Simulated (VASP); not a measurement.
Set up this calculation in VASP 6.6.1, as the native input.

- Task: single point
- Functional: PBE
- Potentials or basis: VASP PAW PBE potentials, release 64 (V_sv, Si)
- Cutoff: 520 eV
- k mesh: 7 × 7 × 4
- Occupations: gaussian, width 0.0128 eV
- Spin: no spin polarisation
- Dipole correction: no
- Further INCAR settings: ALGO = Fast; EDIFF = 1e-07; NBANDS = 36

The structure of V3Si4 lies in POSCAR:

```
V3Si4
1.0
    0.0000000000      3.0962650000      0.0000000000
    5.9429990000     -1.5481330000      0.0000000000
    2.3968130000      0.0000000000     -4.9891100000
V Si
3 4
Direct
    0.7440000000      0.4880000000      0.3030000000
    0.2560000000      0.5120000000      0.6970000000
    0.0000000000      0.0000000000      0.0000000000
    0.1130000000      0.2260000000      0.5470000000
    0.8870000000      0.7740000000      0.4530000000
    0.6400000000      0.2800000000      0.0280000000
    0.3600000000      0.7200000000      0.9720000000
```

The cell was built by a generator and needn't be a form met in nature.

The input as run:

INCAR

```
SYSTEM = V3Si4
ALGO = Fast
EDIFF = 1E-7
ENCUT = 520
GGA = PE
ISIF = 2
ISMEAR = 0
LASPH = .TRUE.
LCHARG = .FALSE.
LREAL = .FALSE.
LWAVE = .FALSE.
NBANDS = 36
NELM = 80
PREC = Accurate
SIGMA = 0.0128
```

KPOINTS

```
k-points
0
G
  7 7 4
  0 0 0
```

Potentials or basis: VASP PAW PBE potentials, release 64 (V_sv, Si).

Launch:

```console
$ cat potpaw_PBE.64/V_sv/POTCAR potpaw_PBE.64/Si/POTCAR > POTCAR
$ mpirun -np 1 vasp_std > vasp.out
```

Results of the run:

```json
{
  "Pressure": "43.6 GPa",
  "Largest force": "5.007 eV/Å",
  "Band gap on the k mesh": "none (metal or under the smearing width)"
}
```

Caveat: a pressure of tens of GPa on the cell as given is suspect, and the run, the potentials or the cell itself is likely at fault; forces of over 1 eV/Å show positions far from the minimum, so gaps and moduli don't describe the material at rest.

Wall time 5.5 min on 1 thread of AMD EPYC 7R13 Processor (Zen 3), with other jobs on the host, peak memory 0.27 GiB.
